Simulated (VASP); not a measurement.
VASP runs on Eu (bcc) share one base input (PBE GGA, plane waves, VASP's PBE PAW potentials (set 64)) and change the settings named in each case.

INCAR:
```
ISIF = 2   ! forces and stress, cell fixed
NELM = 100
LWAVE = .False.
PREC = Accurate
GGA = PE   ! PBE
LASPH = .True.   ! aspherical one-centre terms
SYSTEM = Eu
LREAL = .False.   ! projection in real space or not
LCHARG = .False.
ALGO = Normal   ! blocked Davidson
ENCUT = 400
EDIFF = 1E-6
LMAXMIX = 6   ! l cut-off of mixed one-centre charges
ISMEAR = 1
SIGMA = 0.1
```

POSCAR:
```
Eu
1
   -2.3358000000     2.3358000000     2.3358000000
    2.3358000000    -2.3358000000     2.3358000000
    2.3358000000     2.3358000000    -2.3358000000
Eu
1
Direct
  0.0000000000   0.0000000000   0.0000000000
```

**KPOINTS**
```
Automatic mesh
0
gamma
  10 10 10
```

POTCAR, in this order: Eu_2 (PBE.64 set). Program: vasp_std.

```tsv
change	E(σ→0) (eV/atom)	pressure (GPa)	−TS (eV)
base run	-1.8261	-1.48	-0.0005
ISMEAR = -1, SIGMA = 0.2	-1.8166	-1.33	-0.1659
ISMEAR = -1	-1.8247	-1.48	-0.0336
ISMEAR = -1, SIGMA = 0.05	-1.8263	-1.49	-0.0071
ISMEAR = 0	-1.8264	-1.49	-0.0043
ISMEAR = -1, SIGMA = 0.5	___	___	___
ISMEAR = 2, SIGMA = 0.3	-1.8261	-1.48	0.0019
ISMEAR = -5, SIGMA removed	-1.8249	-1.42	0.0000
ISMEAR = -4, SIGMA removed	-1.8162	-1.42	0.0000
```

### Question
Complete the blanks.

### Answer

- ISMEAR = -1, SIGMA = 0.5, E(σ→0) (eV/atom): -1.8305
- ISMEAR = -1, SIGMA = 0.5, pressure (GPa): -0.83
- ISMEAR = -1, SIGMA = 0.5, −TS (eV): -1.0331

The 4f electrons are frozen in the core of the lanthanide potential, so 4f levels, which can set the real gap, and their magnetism are missing.

Left out are runs that ran out of time, are held back, or changed the cell or the kind of run, fixed moments of cells without a moment, rows past the twelfth, gaps on odd meshes, pressures of charged cells and columns that move by less than the noise.

The compound is Eu in the bcc structure. The cell was not relaxed at this level.
